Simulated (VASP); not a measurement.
Energy against volume of CsPbBr3 (cubic perovskite). Calculation: vdW-DF2, VASP's PBE PAW potentials (set 64) (plane waves; VASP). Numerical set-up: 520 eV cut-off, 4×4×4 Γ-centred mesh, Gaussian smearing of 0.050 eV, potentials Cs_sv Pb_d Br.

| V (Å³/atom) | E (eV/atom) |
|---|---|
| 43.835 | -1.01470 |
| 45.191 | -1.01731 |
| 46.546 | -1.01512 |
| 47.902 | -1.00890 |

Task: Fit these four points and predict the energy of the run at 42.479 Å³/atom.

Result: A cubic in V^(−2/3), the third-order Birch-Murnaghan form, passes through the four points with V0 = 45.21 Å³/atom and B0 = 19 GPa, and gives -1.0064 eV/atom there. The run gave -1.0064 eV/atom, -0.0 meV/atom from the fit; all five points give B0 = 19 GPa.

The compound is CsPbBr3 in the cubic perovskite structure, the ideal cubic form; the compound distorts at low or room temperature. It was relaxed first, which changed the volume by +12 %.
